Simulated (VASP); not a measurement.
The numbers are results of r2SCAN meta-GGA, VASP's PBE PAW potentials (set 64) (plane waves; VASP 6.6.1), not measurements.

VASP input:

### KPOINTS
```
Automatic mesh
0
Gamma
6 6 3
0 0 0
```

**POSCAR**
```
MgI2
1
    4.1799727003     0.0000000000     0.0000000000
   -2.0899863501     3.6199621108     0.0000000000
   -0.0000000000     0.0000000000     7.1572428973
Mg I
1 2
Direct
  0.0000000000   0.0000000000   0.0000000000
  0.3333330000   0.6666670000   0.2326957201
  0.6666670000   0.3333330000   0.7673042799
```

### INCAR
```
# general
SYSTEM   =  MgI2
PREC     =  Accurate
ENCUT    =  480
LREAL    =  .False.
LASPH    =  .True.

# electronic loop
EDIFF    =  1E-6
NELM     =  100
ALGO     =  Normal
LMAXMIX  =  4
LMIXTAU  =  .True.

# smearing
ISMEAR   =  0
SIGMA    =  0.05

# functional
METAGGA  =  R2SCAN

# ions
IBRION   =  2
NSW      =  60
ISIF     =  3
EDIFFG   =  -0.02

# output
LWAVE    =  .False.
LCHARG   =  .False.
```

POTCAR, in this order: Mg I (PBE.64 set). Program: vasp_std.

The resulting files:

**OUTCAR**
```
 ion  position               nearest neighbor table
   1  0.000  0.000  0.000-   2 2.93   3 2.93   2 2.93   3 2.93   3 2.93   2 2.93
   2  0.333  0.667  0.233-   1 2.93   1 2.93   1 2.93
   3  0.667  0.333  0.767-   1 2.93   1 2.93   1 2.93
  LATTYP: Found a hexagonal cell.
 ALAT       =     4.1799727003
 C/A-ratio  =     1.7122702492
 Subroutine PRICEL returns:
 Original cell was already a primitive cell.
 Subroutine GETGRP returns: Found 12 space group operations
The static configuration has the point symmetry D_3d.
The dynamic configuration has the point symmetry D_3d.
 Subroutine INISYM returns: Found 12 space group operations
 Subroutine IBZKPT returns following result:
 Found     17 irreducible k-points:

 Following reciprocal coordinates:
            Coordinates               Weight
  0.000000  0.000000  0.000000      1.000000
  0.166667  0.000000  0.000000      6.000000
  0.333333  0.000000  0.000000      6.000000
  0.500000  0.000000  0.000000      3.000000
  0.166667  0.166667  0.000000      6.000000
  0.333333  0.166667  0.000000     12.000000
  0.333333  0.333333  0.000000      2.000000
  0.000000  0.000000  0.333333      2.000000
  0.166667  0.000000  0.333333      6.000000
  0.000000  0.166667  0.333333      6.000000
  0.333333  0.000000  0.333333      6.000000
  0.000000  0.333333  0.333333      6.000000
  0.500000  0.000000  0.333333      6.000000
  0.166667  0.166667  0.333333     12.000000
  0.333333  0.166667  0.333333     12.000000
 -0.166667  0.500000  0.333333     12.000000
  0.333333  0.333333  0.333333      4.000000
   k-points           NKPTS =     17   k-points in BZ     NKDIM =     17   number of bands    NBANDS=     12
   number of dos      NEDOS =    301   number of ions     NIONS =      3
   total plane-waves  NPLWV =  48600
   dimension x,y,z NGX =    30 NGY =   30 NGZ =   54
   dimension x,y,z NGXF=    60 NGYF=   60 NGZF=  108
   ions per type =               1   2
   PREC   = accura    normal or accurate (medium, high low for compatibility)
   ISTART =      0    job   : 0-new  1-cont  2-samecut
   ICHARG =      2    charge: 1-file 2-atom 10-const
   ISPIN  =      1    spin polarized calculation?
   LNONCOLLINEAR =      F non collinear calculations
   LSORBIT =      F    spin-orbit coupling
   INIWAV =      1    electr: 0-lowe 1-rand  2-diag
   ENCUT  =  480.0 eV  35.28 Ry    5.94 a.u.   7.47  7.47 12.79*2*pi/ulx,y,z
   NELM   =    100;   NELMIN=  2; NELMDL= -5     # of ELM steps
   EDIFF  = 0.1E-05   stopping-criterion for ELM
   LREAL  =      F    real-space projection
   NLSPLINE    = F    spline interpolate recip. space projectors
   LMAXMIX     =    4 max onsite mixed and CHGCAR
   VOSKOWN=      0    Vosko Wilk Nusair interpolation
   EDIFFG = -.2E-01   stopping-criterion for IOM
   NSW    =     60    number of steps for IOM
   NBLOCK =      1;   KBLOCK =     60    inner block; outer block
   IBRION =      2    ionic relax: 0-MD 1-quasi-New 2-CG
   NFREE  =      1    steps in history (QN), initial steepest desc. (CG)
   ISIF   =      3    stress and relaxation
   ISYM   =      2    0-nonsym 1-usesym 2-fastsym
   TEIN   =    0.0    initial temperature
   TEBEG  =    0.0;   TEEND  =   0.0 temperature during run
   SMASS  =  -3.00    Nose mass-parameter (am)
   PSTRESS=    0.0 pullay stress
   NELECT =      16.0000    total number of electrons
   EFERMI =   0.00;   METHOD = LEGACY
   ISMEAR =     0;   SIGMA  =   0.05  broadening in eV -4-tet -1-fermi 0-gaus
   IALGO  =     38    algorithm
   LDIAG  =      T    sub-space diagonalisation (order eigenvalues)
   IMIX   =      4    mixing-type and parameters
     AMIX     =   0.40;   BMIX     =  1.00
     AMIX_MAG =   1.60;   BMIX_MAG =  1.00
     AMIN     =   0.10
...
```

OSZICAR:
```
       N       E                     dE             d eps       ncg     rms          rms(c)
DAV:   1     0.286572770948E+02    0.28657E+02   -0.59233E+03   416   0.101E+03
DAV:   2    -0.535192048299E+02   -0.82176E+02   -0.76091E+02   616   0.151E+02
DAV:   3    -0.593338676408E+02   -0.58147E+01   -0.57847E+01   520   0.478E+01
DAV:   4    -0.594277515208E+02   -0.93884E-01   -0.93863E-01   524   0.766E+00
DAV:   5    -0.594293882461E+02   -0.16367E-02   -0.16366E-02   532   0.106E+00    0.424E+00
DAV:   6    -0.583616376997E+02    0.10678E+01   -0.51701E-01   428   0.506E+00    0.391E+00
DAV:   7    -0.565714148754E+02    0.17902E+01   -0.50589E-01   424   0.478E+00    0.162E+00
DAV:   8    -0.567648084329E+02   -0.19339E+00   -0.16558E-01   484   0.297E+00    0.393E-01
DAV:   9    -0.568312455695E+02   -0.66437E-01   -0.81002E-02   420   0.340E+00    0.337E-01
DAV:  10    -0.570292186214E+02   -0.19797E+00   -0.89153E-02   420   0.400E+00    0.176E-01
DAV:  11    -0.569015770838E+02    0.12764E+00   -0.41275E-02   416   0.258E+00    0.677E-02
DAV:  12    -0.569347514643E+02   -0.33174E-01   -0.31991E-02   424   0.258E+00    0.711E-02
DAV:  13    -0.569339213720E+02    0.83009E-03   -0.96708E-04   468   0.399E-01    0.538E-02
DAV:  14    -0.569354233332E+02   -0.15020E-02   -0.19833E-03   432   0.599E-01    0.436E-02
DAV:  15    -0.569355851384E+02   -0.16181E-03   -0.14072E-04   440   0.143E-01    0.253E-02
DAV:  16    -0.569356688001E+02   -0.83662E-04   -0.81450E-05   444   0.113E-01    0.229E-02
DAV:  17    -0.569355885460E+02    0.80254E-04   -0.13264E-05   484   0.442E-02    0.168E-02
DAV:  18    -0.569356515223E+02   -0.62976E-04   -0.20256E-05   436   0.551E-02    0.138E-02
DAV:  19    -0.569356377709E+02    0.13751E-04   -0.45417E-06   440   0.233E-02    0.517E-03
DAV:  20    -0.569356469012E+02   -0.91303E-05   -0.38635E-06   448   0.245E-02    0.458E-03
DAV:  21    -0.569356476431E+02   -0.74188E-06   -0.12850E-07   308   0.395E-03
   1 F= -.56935648E+02 E0= -.56935648E+02  d E =-.569356E+02
```

OUTCAR:
```
------------------------ aborting loop because EDIFF is reached ----------------------------------------
  FORCE on cell =-STRESS in cart. coord.  units (eV):
  Direction    XX          YY          ZZ          XY          YZ          ZX
  --------------------------------------------------------------------------------------
  Total        0.0098801      0.0098801     -0.0187937      0.0000000      0.0000000     -0.0000000
  in kB        0.1461664      0.1461664     -0.2780348      0.0000000      0.0000000     -0.0000000
  external PRESSURE =       0.0047660 kB  Pullay stress =       0.0000000 kB
  volume of cell :      108.30
      direct lattice vectors                 reciprocal lattice vectors
     4.179972700  0.000000000  0.000000000     0.239236012  0.138122993  0.000000000
    -2.089986350  3.619962111  0.000000000     0.000000000  0.276245985  0.000000000
     0.000000000  0.000000000  7.157242897     0.000000000  0.000000000  0.139718606
 POSITION                                       TOTAL-FORCE (eV/Angst)
 -----------------------------------------------------------------------------------
      0.00000      0.00000      0.00000         0.000000      0.000000      0.000000
     -0.00000      2.41331      1.66546         0.000000     -0.000000     -0.009732
      2.08999      1.20665      5.49178        -0.000000      0.000000      0.009732
 -----------------------------------------------------------------------------------
    total drift:                                0.000000     -0.000000      0.000000
  FREE ENERGIE OF THE ION-ELECTRON SYSTEM (eV)
  ---------------------------------------------------
  free  energy   TOTEN  =       -56.9356476431 eV

  energy  without entropy=      -56.9356476431  energy(sigma->0) =      -56.93564764

 reached required accuracy - stopping structural energy minimisation
```
(Selected blocks of OUTCAR.)

**OUTCAR**
```
 val. band max:        1.4365547620   @ k =   0.0000   0.0000   0.0000

 cond. band min:       5.6399867150   @ k =   0.5000   0.0000   0.3333


 Fermi energy:         1.6890783137

 k-point     1 :       0.0000    0.0000    0.0000
  band No.  band energies     occupation
      1     -10.8085      2.00000
      2     -10.1387      2.00000
      3      -1.8284      2.00000
      4       1.0818      2.00000
      5       1.0818      2.00000
      6       1.3918      2.00000
      7       1.4365      2.00000
      8       1.4366      2.00000
      9       5.9630      0.00000
     10       6.9785      0.00000
     11       8.7809      0.00000
     12       8.7809      0.00000

 k-point     2 :       0.1667    0.0000    0.0000
  band No.  band energies     occupation
      1     -10.6669      2.00000
      2     -10.0633      2.00000
      3      -1.6511      2.00000
      4       0.1233      2.00000
      5       0.6379      2.00000
      6       0.7840      2.00000
      7       1.3398      2.00000
      8       1.3718      2.00000
      9       6.7569      0.00000
     10       7.5452      0.00000
     11       8.3432      0.00000
     12       9.1900      0.00000

 k-point     3 :       0.3333    0.0000    0.0000
  band No.  band energies     occupation
      1     -10.3314      2.00000
      2      -9.9279      2.00000
      3      -1.5727      2.00000
      4      -1.0311      2.00000
      5      -0.3085      2.00000
      6       0.3522      2.00000
      7       1.0501      2.00000
      8       1.1541      2.00000
      9       6.1569      0.00000
     10       7.6343      0.00000
     11       8.0931      0.00000
     12       9.3059      0.00000

 k-point     4 :       0.5000    0.0000    0.0000
  band No.  band energies     occupation
      1     -10.1002      2.00000
      2      -9.9014      2.00000
      3      -2.0155      2.00000
      4      -1.3129      2.00000
      5      -0.1834      2.00000
      6       0.1740      2.00000
...
```

Unless said otherwise, spin-orbit coupling is left out, though it shifts the bands of the heavy elements here.

The compound is MgI2 in the 1T layered structure. It was relaxed first, which changed the volume by +6 %. The start is the result of an earlier pass.
